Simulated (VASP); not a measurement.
# Band gap of KCl (Sylvite) at several levels of theory, part 2 of 2

Aim: the gap of KCl (Sylvite) on one structure at many levels of theory. The starting structure is a measured crystal structure from the Crystallography Open Database. Cell and atoms stay as given. Meshes and data sets differ where the inputs say so.

VASP 6.6.1.

Results so far: LDA 4.768 eV; PBE 5.210 eV; r2SCAN 5.851 eV.

## 5. Bands with TB-mBJ

Level of this step: TB-mBJ; plane waves and PAW (K_sv, Cl) (VASP).

TB-mBJ is a local potential fitted to gaps: it costs far less than a hybrid but gives no energy. Its energies, forces and stress mean nothing.

INCAR

```
SYSTEM = KCl
PREC = Accurate
ENCUT = 350
EDIFF = 1E-06
NELM = 150
ISMEAR = 0
SIGMA = 0.03
LREAL = .FALSE.
ALGO = Normal
METAGGA = MBJ
LASPH = .TRUE.
NBANDS = 20
LORBIT = 11
LWAVE = .FALSE.
LCHARG = .FALSE.
KPAR = 4
```

POSCAR

```
KCl
1.0
    0.0000000000      3.1394000000      3.1394000000
    3.1394000000      0.0000000000      3.1394000000
    3.1394000000      3.1394000000      0.0000000000
K Cl
1 1
Direct
    0.0000000000      0.0000000000      0.0000000000
    0.5000000000      0.5000000000      0.5000000000
```

KPOINTS

```
Automatic mesh
0
Gamma
6 6 6
0 0 0
```

KPOINTS_OPT

```
Line mode
10
Line-mode
Reciprocal
  0.00000000   0.00000000   0.00000000 GAMMA
  0.50000000   0.00000000   0.50000000 X

  0.50000000   0.00000000   0.50000000 X
  0.50000000   0.25000000   0.75000000 W

  0.50000000   0.25000000   0.75000000 W
  0.37500000   0.37500000   0.75000000 K

  0.37500000   0.37500000   0.75000000 K
  0.00000000   0.00000000   0.00000000 GAMMA

  0.00000000   0.00000000   0.00000000 GAMMA
  0.50000000   0.50000000   0.50000000 L

  0.50000000   0.50000000   0.50000000 L
  0.62500000   0.25000000   0.62500000 U

  0.62500000   0.25000000   0.62500000 U
  0.50000000   0.25000000   0.75000000 W

  0.50000000   0.25000000   0.75000000 W
  0.50000000   0.50000000   0.50000000 L

  0.50000000   0.50000000   0.50000000 L
  0.37500000   0.37500000   0.75000000 K

  0.62500000   0.25000000   0.62500000 U
  0.50000000   0.00000000   0.50000000 X
```

Potentials, in the order of the species: K_sv and Cl (PBE family, release 64).

Launch:

```
$ mpirun -np 4 vasp_std
```

Numbers of over 12 decimals in the logs are rounded to 6 here.

The log of the run:

```text
[banner, memory and clock lines left out]
running    4 mpi-ranks, on    1 nodes
[...]
[... a notice as in an earlier step ...]

 LDA part: xc-table for (None), standard interpolation
 POSCAR, INCAR and KPOINTS ok, starting setup
[...]
entering main loop
       N       E                     dE             d eps       ncg     rms          rms(c)
DAV:   1     0.166752466045E+03    0.16675E+03   -0.52522E+03   640   0.518E+02
DAV:   2     0.842317710197E+02   -0.82521E+02   -0.78124E+02   804   0.171E+02
DAV:   3     0.800308716996E+02   -0.42009E+01   -0.41689E+01   944   0.322E+01
DAV:   4     0.799133753584E+02   -0.11750E+00   -0.11744E+00   836   0.538E+00
[...]
DAV:   8     0.800232997060E+02    0.42382E+00   -0.29500E-01   736   0.335E+00    0.111E+01
DAV:   9     0.799366743485E+02   -0.86625E-01   -0.33483E-02   752   0.134E+00    0.116E+01
DAV:  10     0.799719064775E+02    0.35232E-01   -0.16047E-01   696   0.176E+00    0.111E+01
[... 130 further cycles ...]
[...]
|     density mixing parameters otherwise.                                    |
|                                                                             |

   1 F= 0.93822330E+02 E0= 0.93822330E+02  d E =-.249021E-21
 Start KPOINTS_OPT (optional k-point list driver)
k-point batch [1-16\100]
       N       E                     dE             ncg
DAV:   1    -0.892369710425E+02   -0.50946E+04      640
DAV:   2    -0.163365446857E+04   -0.15444E+04      824
DAV:   3    -0.170107858353E+04   -0.67424E+02      892
DAV:   4    -0.170462232912E+04   -0.35437E+01     1052
DAV:   5    -0.170464421256E+04   -0.21883E-01      840
DAV:   6    -0.170464479749E+04   -0.58493E-03      932
DAV:   7    -0.170464480230E+04   -0.48083E-05      848
DAV:   8    -0.170464480239E+04   -0.87315E-07      580
[...]
k-point batch [97-100\100]
       N       E                     dE             ncg
DAV:   1     0.506946000344E+04   -0.18763E+04      160
DAV:   2     0.468068119232E+04   -0.38878E+03      200
DAV:   3     0.466317056650E+04   -0.17511E+02      236
DAV:   4     0.466232024862E+04   -0.85032E+00      236
DAV:   5     0.466231225859E+04   -0.79900E-02      216
DAV:   6     0.466231216730E+04   -0.91296E-04      208
DAV:   7     0.466231216615E+04   -0.11501E-05      224
DAV:   8     0.466231216612E+04   -0.20926E-07      156
```

Elapsed: 4 min, on 4 MPI ranks of AMD EPYC 7R13 (Zen 3), shared host; peak memory 0.53 GiB.

From OUTCAR (step 5):

```text
  Total        9.7147988      9.7147988      9.7147988     -0.0000000      0.0000000      0.0000000
  in kB      251.5211058    251.5211058    251.5211058     -0.0000000      0.0000000      0.0000000
  external PRESSURE =     251.5211058 kB  Pullay stress =       0.0000000 kB

 POSITION                                       TOTAL-FORCE (eV/Angst)
 -----------------------------------------------------------------------------------
      0.00000      0.00000      0.00000        -0.000000      0.000000     -0.000000
      3.13940      3.13940      3.13940         0.000000     -0.000000      0.000000
 -----------------------------------------------------------------------------------
    total drift:                                0.000000      0.000000     -0.000000

  FREE ENERGIE OF THE ION-ELECTRON SYSTEM (eV)
  ---------------------------------------------------
  free  energy   TOTEN  =        93.8223301120 eV

  energy  without entropy=       93.8223301120  energy(sigma->0) =       93.82233011

[... 2 parts as in an earlier step ...]

[... 1 further part left out ...]
[key lines of the parts left out:]
E-fermi :   3.5334
```

The log as kept lacks single lines of electronic cycles.

The electronic loop didn't reach EDIFF within its 150 cycles (NELM).

## 6. Bands with HSE06

HSE06 mixes in a quarter of exact exchange at short range, at far higher cost; in semiconductors this cures much of the gap error, while metals seldom gain. This run uses a 4×4×4 mesh. Its starting orbitals come from a semilocal run on the same mesh, not shown.

INCAR

```
SYSTEM = KCl
PREC = Accurate
ENCUT = 350
EDIFF = 1E-06
NELM = 100
ISMEAR = 0
SIGMA = 0.03
LREAL = .FALSE.
ALGO = Normal
LHFCALC = .TRUE.
AEXX = 0.25
GGA = PE
HFSCREEN = 0.2
LASPH = .TRUE.
NBANDS = 14
PRECFOCK = Fast
LORBIT = 11
LWAVE = .FALSE.
LCHARG = .FALSE.
KPAR = 4
```

POSCAR is that of step 5.

KPOINTS

```
Automatic mesh
0
Gamma
4 4 4
0 0 0
```

KPOINTS_OPT is that of step 5.

Launch:

```
$ mpirun -np 4 vasp_std
```

The log of the run:

```text
[banner, memory and clock lines left out]
running    4 mpi-ranks, on    1 nodes
[...]
LDA part: xc-table for (Slater+PW92), standard interpolation
 found WAVECAR, reading the header
 POSCAR, INCAR and KPOINTS ok, starting setup
[...]
reading WAVECAR
 the WAVECAR file was read successfully
 initial charge from wavefunction
 entering main loop
       N       E                     dE             d eps       ncg     rms          rms(c)
DAV:   1    -0.788284070722E+01   -0.78828E+01   -0.61688E-01   260   0.806E+00    0.235E+00
DAV:   2    -0.788456810992E+01   -0.17274E-02   -0.17996E-02   294   0.105E+00    0.162E+00
DAV:   3    -0.788093753617E+01    0.36306E-02   -0.43917E-03   254   0.404E-01    0.101E+00
DAV:   4    -0.788048271460E+01    0.45482E-03   -0.12058E-03   266   0.212E-01    0.628E-01
DAV:   5    -0.788038912649E+01    0.93588E-04   -0.13677E-04   298   0.841E-02    0.381E-01
DAV:   6    -0.788035389778E+01    0.35229E-04   -0.27242E-05   262   0.451E-02    0.225E-01
DAV:   7    -0.788034599524E+01    0.79025E-05   -0.11788E-05   252   0.282E-02    0.132E-01
DAV:   8    -0.788034569376E+01    0.30148E-06   -0.43488E-06   242   0.171E-02
   1 F= -.78803457E+01 E0= -.78803457E+01  d E =-.163909E-15
 Start KPOINTS_OPT (optional k-point list driver)
k-point batch [1-8\100]
       N       E                     dE             ncg
DAV:   1    -0.769641922008E+03   -0.20016E+04      224
DAV:   2    -0.153745778087E+04   -0.76782E+03      278
DAV:   3    -0.159455314250E+04   -0.57095E+02      284
DAV:   4    -0.159660011819E+04   -0.20470E+01      324
DAV:   5    -0.159663750831E+04   -0.37390E-01      284
DAV:   6    -0.159663835301E+04   -0.84469E-03      330
DAV:   7    -0.159663837280E+04   -0.19790E-04      278
DAV:   8    -0.159663837297E+04   -0.17397E-06      172
[...]
k-point batch [97-100\100]
       N       E                     dE             ncg
DAV:   1     0.134557730039E+04   -0.21615E+04      112
DAV:   2     0.976702326046E+03   -0.36887E+03      136
DAV:   3     0.950281362115E+03   -0.26421E+02      154
DAV:   4     0.949118995588E+03   -0.11624E+01      192
DAV:   5     0.949098792724E+03   -0.20203E-01      142
DAV:   6     0.949098440765E+03   -0.35196E-03      168
DAV:   7     0.949098434434E+03   -0.63313E-05      136
DAV:   8     0.949098434390E+03   -0.43910E-07       92
```

Elapsed: 10 min, on 4 MPI ranks; peak memory 0.93 GiB; 34 min of CPU time.

From OUTCAR (step 6):

```text
 POSITION                                       TOTAL-FORCE (eV/Angst)
 -----------------------------------------------------------------------------------
      0.00000      0.00000      0.00000        -0.000000     -0.000000     -0.000000
      3.13940      3.13940      3.13940         0.000000      0.000000      0.000000
 -----------------------------------------------------------------------------------
    total drift:                                0.000000      0.000000     -0.000000

  FREE ENERGIE OF THE ION-ELECTRON SYSTEM (eV)
  ---------------------------------------------------
  free  energy   TOTEN  =        -7.8803456938 eV

  energy  without entropy=       -7.8803456938  energy(sigma->0) =       -7.88034569

[... 1 part as in an earlier step ...]

[... 2 further parts left out ...]
[key lines of the parts left out:]
E-fermi :  -2.6573
```

HSE06 gives a direct gap of 6.541 eV. The least gap is +1.773 eV from that of LDA, on another mesh, which alone can move a gap by some hundredths of an eV.

## 7. Bands with PBE0

PBE0 keeps a quarter of exact exchange at all ranges; it tends to overshoot small gaps. This run uses a 4×4×4 mesh. It starts from the orbitals of an earlier run, not shown.

INCAR: that of step 6 with these lines changed.

```diff
@@ -12,3 +12,2 @@
 GGA = PE
-HFSCREEN = 0.2
 LASPH = .TRUE.
@@ -16,2 +15,3 @@
 PRECFOCK = Fast
+HFRCUT = -1
 LORBIT = 11
```

POSCAR is that of step 6.

KPOINTS is that of step 6.

KPOINTS_OPT is that of step 6.

Launch:

```
$ mpirun -np 4 vasp_std
```

The log of the run:

```text
[banner, memory and clock lines left out]
running    4 mpi-ranks, on    1 nodes
[...]
LDA part: xc-table for (Slater+PW92), standard interpolation
 found WAVECAR, reading the header
 POSCAR, INCAR and KPOINTS ok, starting setup
[...]
HFRCUT set to (new)   9.814928
 reading WAVECAR
 the WAVECAR file was read successfully
 initial charge from wavefunction
 entering main loop
       N       E                     dE             d eps       ncg     rms          rms(c)
DAV:   1    -0.837150011356E+01   -0.83715E+01   -0.59383E-01   254   0.806E+00    0.232E+00
DAV:   2    -0.837773241581E+01   -0.62323E-02   -0.19148E-02   294   0.107E+00    0.162E+00
DAV:   3    -0.837393032300E+01    0.38021E-02   -0.43239E-03   266   0.402E-01    0.101E+00
DAV:   4    -0.837342450672E+01    0.50582E-03   -0.15055E-03   260   0.235E-01    0.630E-01
[...]
DAV:   9    -0.837334358772E+01   -0.20546E-05   -0.21186E-06   228   0.117E-02    0.455E-02
DAV:  10    -0.837334501725E+01   -0.14295E-05   -0.10234E-06   190   0.790E-03    0.267E-02
DAV:  11    -0.837334586426E+01   -0.84701E-06   -0.54454E-07   184   0.588E-03
   1 F= -.83733459E+01 E0= -.83733459E+01  d E =-.517398E-21
 Start KPOINTS_OPT (optional k-point list driver)
k-point batch [1-8\100]
       N       E                     dE             ncg
DAV:   1    -0.805282882747E+03   -0.20373E+04      224
DAV:   2    -0.158878671095E+04   -0.78350E+03      278
DAV:   3    -0.164568720372E+04   -0.56900E+02      284
DAV:   4    -0.164773927638E+04   -0.20521E+01      324
DAV:   5    -0.164777727965E+04   -0.38003E-01      284
DAV:   6    -0.164777814208E+04   -0.86243E-03      336
DAV:   7    -0.164777816235E+04   -0.20277E-04      272
DAV:   8    -0.164777816253E+04   -0.17781E-06      178
[...]
k-point batch [97-100\100]
       N       E                     dE             ncg
DAV:   1     0.132866636595E+04   -0.21784E+04      112
DAV:   2     0.951284147388E+03   -0.37738E+03      136
DAV:   3     0.924572943046E+03   -0.26711E+02      154
DAV:   4     0.923411545984E+03   -0.11614E+01      192
DAV:   5     0.923391250139E+03   -0.20296E-01      142
DAV:   6     0.923390901918E+03   -0.34822E-03      168
DAV:   7     0.923390895758E+03   -0.61605E-05      130
DAV:   8     0.923390895716E+03   -0.41565E-07       98
```

The job ended after 8.3 min (4 MPI ranks; peak memory 0.6 GiB; 32 min of CPU time).

OUTCAR, selected parts (step 7):

```text
 POSITION                                       TOTAL-FORCE (eV/Angst)
 -----------------------------------------------------------------------------------
      0.00000      0.00000      0.00000         0.000000     -0.000000      0.000000
      3.13940      3.13940      3.13940        -0.000000      0.000000     -0.000000
 -----------------------------------------------------------------------------------
    total drift:                                0.000000      0.000000      0.000000

  FREE ENERGIE OF THE ION-ELECTRON SYSTEM (eV)
  ---------------------------------------------------
  free  energy   TOTEN  =        -8.3733458643 eV

  energy  without entropy=       -8.3733458643  energy(sigma->0) =       -8.37334586

[... 2 parts as in an earlier step ...]

[... 1 further part left out ...]
[key lines of the parts left out:]
E-fermi :  -3.0081
```

PBE0 gives a direct gap of 7.260 eV. The least gap is +2.492 eV from that of LDA, on another mesh, which alone can move a gap by some hundredths of an eV.

## 8. Bands with r2SCAN-EpsX

Here the share of exact exchange is set to the inverse of the computed dielectric constant, since screening weakens exchange. This run uses a 4×4×4 mesh. It starts from the orbitals of an earlier run, not shown.

INCAR: that of step 7 with these lines changed.

```diff
@@ -10,4 +10,4 @@
 LHFCALC = .TRUE.
-AEXX = 0.25
-GGA = PE
+AEXX = 0.416
+METAGGA = R2SCAN
 LASPH = .TRUE.
```

POSCAR is that of step 7.

KPOINTS is that of step 7.

KPOINTS_OPT is that of step 7.

Launch:

```
$ mpirun -np 4 vasp_std
```

The log of the run:

```text
[banner, memory and clock lines left out]
running    4 mpi-ranks, on    1 nodes
[...]
[... a notice as in an earlier step ...]

 LDA part: xc-table for (None), standard interpolation
 found WAVECAR, reading the header
 POSCAR, INCAR and KPOINTS ok, starting setup
[...]
HFRCUT set to (new)   9.814928
 reading WAVECAR
 the WAVECAR file was read successfully
 initial charge from wavefunction
 entering main loop
       N       E                     dE             d eps       ncg     rms          rms(c)
DAV:   1    -0.149948666024E+02   -0.14995E+02   -0.11769E+00   236   0.130E+01    0.351E+00
DAV:   2    -0.150210671121E+02   -0.26201E-01   -0.48091E-02   306   0.168E+00    0.238E+00
DAV:   3    -0.150170870702E+02    0.39800E-02   -0.36649E-03   274   0.410E-01    0.143E+00
DAV:   4    -0.150156886475E+02    0.13984E-02   -0.16061E-03   254   0.259E-01    0.848E-01
DAV:   5    -0.150154483401E+02    0.24031E-03   -0.46372E-04   254   0.133E-01    0.503E-01
[...]
DAV:   8    -0.150153480545E+02    0.59533E-05   -0.91513E-06   248   0.258E-02    0.995E-02
DAV:   9    -0.150153473358E+02    0.71871E-06   -0.30172E-06   254   0.153E-02
   1 F= -.15015347E+02 E0= -.15015347E+02  d E =-.726085E-18
 Start KPOINTS_OPT (optional k-point list driver)
k-point batch [1-8\100]
       N       E                     dE             ncg
DAV:   1    -0.938746745932E+03   -0.21707E+04      224
DAV:   2    -0.179273746478E+04   -0.85399E+03      278
DAV:   3    -0.186022423966E+04   -0.67487E+02      278
DAV:   4    -0.186264164760E+04   -0.24174E+01      330
DAV:   5    -0.186269727541E+04   -0.55628E-01      272
DAV:   6    -0.186269860475E+04   -0.13293E-02      330
DAV:   7    -0.186269864794E+04   -0.43191E-04      254
DAV:   8    -0.186269864853E+04   -0.58648E-06      218
[...]
k-point batch [97-100\100]
       N       E                     dE             ncg
DAV:   1     0.126450322991E+04   -0.22426E+04      112
DAV:   2     0.848511374911E+03   -0.41599E+03      136
DAV:   3     0.816862618484E+03   -0.31649E+02      148
DAV:   4     0.815506827843E+03   -0.13558E+01      180
DAV:   5     0.815477051192E+03   -0.29777E-01      136
DAV:   6     0.815476499208E+03   -0.55198E-03      162
DAV:   7     0.815476485565E+03   -0.13643E-04      132
DAV:   8     0.815476485468E+03   -0.96617E-07       80
```

Run time: 7.4 min. Hardware: 4 MPI ranks; peak memory 0.61 GiB.

Parts of OUTCAR (step 8):

```text
  FREE ENERGIE OF THE ION-ELECTRON SYSTEM (eV)
  ---------------------------------------------------
  free  energy   TOTEN  =       -15.0153473358 eV

  energy  without entropy=      -15.0153473358  energy(sigma->0) =      -15.01534734

[... 3 parts as in an earlier step ...]

[... 1 further part left out ...]
[key lines of the parts left out:]
E-fermi :  -4.1277
```

r2SCAN-EpsX gives a direct gap of 8.759 eV. The least gap is +3.991 eV from that of LDA, on another mesh, which alone can move a gap by some hundredths of an eV.

## 9. All runs side by side

| level | ended | gap (eV) | least direct gap (eV) | mesh | core minutes |
| --- | --- | --- | --- | --- | --- |
| LDA | converged | 4.768 | 4.768 | 6×6×6 | 2.14 |
| PBE | converged | 5.21 | 5.21 | 6×6×6 | 2.34 |
| r2SCAN | converged | 5.851 | 5.851 | 6×6×6 | 8.07 |
| TB-mBJ | not converged | - | - | 6×6×6 | 16.0 |
| HSE06 | converged | 6.541 | 6.543 | 4×4×4 | 40.2 |
| PBE0 | converged | 7.26 | 7.261 | 4×4×4 | 33.2 |
| r2SCAN-EpsX | converged | 8.759 | 8.76 | 4×4×4 | 29.7 |

Core minutes are wall time times ranks of the run shown, on a shared host.

## 10. Outcome

```json
{
  "gap, LDA": "4.768 eV",
  "gap, PBE": "5.210 eV",
  "gap, r2SCAN": "5.851 eV",
  "gap, HSE06": "6.541 eV",
  "gap, PBE0": "7.260 eV",
  "gap, r2SCAN-EpsX": "8.759 eV"
}
```

Without spin-orbit coupling the gap of KCl (Sylvite) runs from 4.768 eV (LDA) to 8.759 eV (r2SCAN-EpsX). HSE06 gives +1.33 eV from PBE, on another mesh, which alone can move a gap by some hundredths of an eV. These are gaps between Kohn-Sham or generalised Kohn-Sham levels of a static lattice, without excitons or temperature. No result to use came from TB-mBJ. Further runs on this material are not shown.

[Lines on the potential files, build, host, timing and source positions are cut from VASP's logs without a mark.]

[Logs are printed without paths, hosts, clocks, repeated set-up lines and the standing remarks that a program may print on its own settings, such as how far it seeks lower states.]

[Hosts, paths, dates, database ids (printed as entryN), source tags and the programs' standing remarks are cut or masked in the printed files.]
